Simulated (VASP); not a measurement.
# Biaxial (001) strain of bcc tungsten from −2 % to +2 % with PBEsol: elastic moduli and the limit of linear elasticity

Calculated are the normal strain, the in-plane stress and the strain energy of bulk W under equal strain along both axes of the (001) plane, with the normal stress relaxed to zero. Strains and energies are measured against the crystal relaxed with PBEsol; tension is positive.

Problem: a tungsten (001) film 10 nm thick is to serve as a tensile stressor layer. It must pull with at least 25 N/m per unit width and store at most 1 J/m² of elastic energy. Its stress must also lie within 5 % of the linear law, so that strain can be converted to stress with one modulus. Among the strains that pass, the one with the least stored energy is preferred. Which tabulated strain should be chosen, and which moduli describe the film?

## Systems and settings

The start is an entry of the ASE's table of reference states database. The crystal was relaxed with PBEsol. Equal strain is imposed in the (001) plane; the strain along the normal is adjusted until the normal stress vanishes, and the atoms are relaxed with PBEsol. VASP 6.6.1, plane waves with PAW, cutoff 450 eV, no spin polarisation, no spin-orbit coupling, k mesh 26×26×26, static lattice. The same in all rows: band gap on the k mesh at PBEsol: 0.000 eV.

Notes on method and selection:

- Runs that did not converge, have known faults or may not be shown are not listed, and runs on Ansatz's PAW sets soft_1 and soft_2 are kept to separate tables.

Columns:

- strain (%): strain in the plane (tension positive).
- normal strain (%): strain along the normal.
- stress (GPa): in-plane stress, tension positive.
- strain energy (meV/atom): energy per atom above the relaxed crystal.

Input lines of one member:

```
PREC = Accurate
ENCUT = 450
EDIFF = 1E-07
NELM = 120
ISMEAR = 1
SIGMA = 0.15
LREAL = .FALSE.
ALGO = Normal
GGA = PS
NBANDS = 13
LASPH = .TRUE.
LORBIT = 11
KPAR = 2
IBRION = 1
NSW = 25
```

Command (options for logging and memory left out): `mpirun -np 2 vasp_std`

## Numbers

| member | strain (%) | normal strain (%) | stress (GPa) | strain energy (meV/atom) |
| --- | --- | --- | --- | --- |
| −2 % | −2.0 | 1.667 | −12.71 | 24.63 |
| −1.5 % | −1.5 | 1.223 | −9.42 | 13.71 |
| −1 % | −1.0 | 0.804 | −6.16 | 6.039 |
| −0.5 % | −0.5 | 0.400 | −3.01 | 1.540 |
| 0 % | 0.0 | 0.000 | 0.00 | 0.03418 |
| +0.5 % | 0.5 | −0.390 | 2.88 | 1.404 |
| +1 % | 1.0 | −0.779 | 5.63 | 5.518 |
| +1.5 % | 1.5 | −1.155 | 8.31 | 12.28 |
| +2 % | 2.0 | −1.515 | 10.94 | 21.64 |

Least-squares fits to the whole series, with x = strain (%); R² and errors in the fitted variable (y, or ln y where the fit is in ln y):

| y | members | fit | R² | rms residual | leave-one-out rms | the same for the mean of the others |
| --- | --- | --- | --- | --- | --- | --- |
| normal strain (%) | 9 | y = 0.02833 − 0.7939 x | 1.00 | 0.028 | 0.041 | 1.2 |
| stress (GPa) | 9 | y = −0.3933 + 5.909 x | 1.00 | 0.32 | 0.46 | 8.6 |

## Reading the trend

Stretching the plane thins the crystal along its normal. From the rows at ±0.5 %, the normal strain changes by −(0.390 + 0.400) / 1.0 = −0.790 per unit of in-plane strain, and the stress by (2.88 + 3.01) / 1.0 = 5.89 GPa per %. Per unit of strain this is the biaxial modulus, M = 5.89 / 0.01 = 589 GPa.

For a cubic crystal with no normal stress, the first slope is −2 C₁₂/C₁₁ and M = C₁₁ + C₁₂ − 2 C₁₂²/C₁₁. Hence C₁₂/C₁₁ = 0.790 / 2 = 0.395, C₁₁ = 589 / (1 + 0.395 − 2 × 0.395²) = 544 GPa and C₁₂ = 0.395 × 544 = 215 GPa. The bulk modulus is (544 + 2 × 215) / 3 = 325 GPa. Poisson's ratio for a pull along [001] is 0.395 / (1 + 0.395) = 0.283, and Young's modulus is 589 × (1 − 0.283) = 422 GPa. The shear modulus C₄₄ does not enter this deformation.

The normal strain offsets only part of the area change: constant volume would need a slope of −2. Tension therefore lengthens the eight nearest-neighbour bonds and compression shortens them. Bonds stiffen when shortened and soften when stretched, so the stress per % of strain falls from 12.71 / 2 = 6.36 GPa at −2 % to 10.94 / 2 = 5.47 GPa at +2 %.

With x the strain in %, the rounded quadratic fit σ = 5.91 x − 0.23 x² (GPa) reproduces the nine stresses with an rms miss of 0.03 GPa, against 0.32 GPa for the straight line. The linear law with 5.89 GPa per % is off by about 2 % at ±0.5 %, 4 to 5 % at ±1 % and 7 to 8 % at ±2 %.

## Departures from the trend

Largest departures from the fit to the whole series:

| member | normal strain (%) | fit | computed − fit | in rms residuals |
| --- | --- | --- | --- | --- |
| −2 % | 1.667 | 1.616 | +0.051 | 1.8 |
| +2 % | −1.515 | −1.559 | +0.044 | 1.6 |
| 0 % | 0.000 | 0.028 | −0.028 | 1.0 |
| −0.5 % | 0.400 | 0.425 | −0.025 | 0.9 |

The largest departures from the straight line for the normal strain are +0.051 at −2 % and +0.044 at +2 %, with negative ones near zero strain. That pattern is curvature, not a faulty run. The fitted stress of −0.3933 GPa at zero strain has the same origin; the row itself gives 0.00.

The energy of 0.03418 meV/atom at 0 % is a numerical offset. A real misfit storing that much would be about 0.08 % of strain and would show a stress near 0.5 GPa. The likely source is the plane-wave set, which in a variable-cell relaxation stays that of the starting cell.

The energies at ±0.5 % differ by 1.540 − 1.404 = 0.136 meV/atom, whereas cubic scaling of the difference at ±2 % gives (24.63 − 21.64) / 64 = 0.047. The excess probably comes from the fixed cutoff, which admits more plane waves in a larger cell and so slightly favours tension. Averaging the two signs of strain removes this slope.

## Selection

The force per width is F = σ t and the stored energy per area is w = σ ε t, with ε the strain as a fraction and t = 10 nm. The two in-plane directions each contribute ½ σ ε. Conveniently, 1 GPa × 1 nm = 1 N/m = 1 J/m².

The four compressed rows push instead of pulling, and the unstrained row exerts no force. Four rows remain:

- +0.5 %: F = 2.88 × 10 = 28.8 N/m, w = 28.8 × 0.005 = 0.144 J/m², stress 1 − 2.88 / (5.89 × 0.5) = 2.2 % below the linear law. It passes.
- +1 %: F = 5.63 × 10 = 56.3 N/m, w = 56.3 × 0.01 = 0.563 J/m², stress 1 − 5.63 / 5.89 = 4.4 % below. It passes.
- +1.5 %: F = 8.31 × 10 = 83.1 N/m, w = 83.1 × 0.015 = 1.25 J/m², stress 1 − 8.31 / (5.89 × 1.5) = 5.9 % below. It fails on energy and on linearity.
- +2 %: F = 10.94 × 10 = 109.4 N/m, w = 109.4 × 0.02 = 2.19 J/m², stress 1 − 10.94 / (5.89 × 2) = 7.1 % below. It fails on both.

The energy column provides a check. The mean of the energies at ±1 %, less the offset at 0 %, is (6.039 + 5.518) / 2 − 0.034 = 5.744 meV/atom. The linear energy density is 589 × 0.01² = 0.0589 GPa. With 1 eV/Å³ = 160.2 GPa, their ratio is 5.744 / 1000 × 160.2 / 0.0589 = 15.6 Å³ per atom, close to the rough 16 Å³ that a tungsten atom occupies. Stress and energy therefore agree.

The pick is +0.5 %, which stores about a quarter of the energy of the runner-up, +1 %. Elastic constants of transition metals from PBEsol are typically wrong by up to roughly 10 %, more often too stiff. A stress 10 % lower would leave 28.8 × 0.90 = 25.9 N/m, still enough.

The pick is overturned if the film loses more than 1 − 25 / 28.8 = 13 % of its stress, through a softer lattice or partial relaxation of the strain. The runner-up can lose 1 − 25 / 56.3 = 56 % before it fails on force, so it is the safer choice where relaxation is expected.

## Conclusions and limits

Within ±1 %, one biaxial modulus of 589 GPa gives the stress to better than 5 %. Out to ±2 %, the quadratic term is needed: the linear law underestimates the magnitude of the stress in compression and overestimates it in tension.

The largest omitted effect is plastic relaxation. The calculated crystal is free of defects, while dislocations in a real film can remove most of a stress of several GPa, an effect as large as the tabulated stresses themselves. Thermal softening also lowers the stress, but only by roughly 1 to 2 % up to room temperature, less than the nonlinearity at ±1 %. Surface and interface stresses are left out too; in so thin a film they also change the force per width, which matters for the narrow margin of the pick.

[Logs are printed without paths, hosts, clocks, repeated set-up lines and the standing remarks that a program may print on its own settings, such as how far it seeks lower states.]
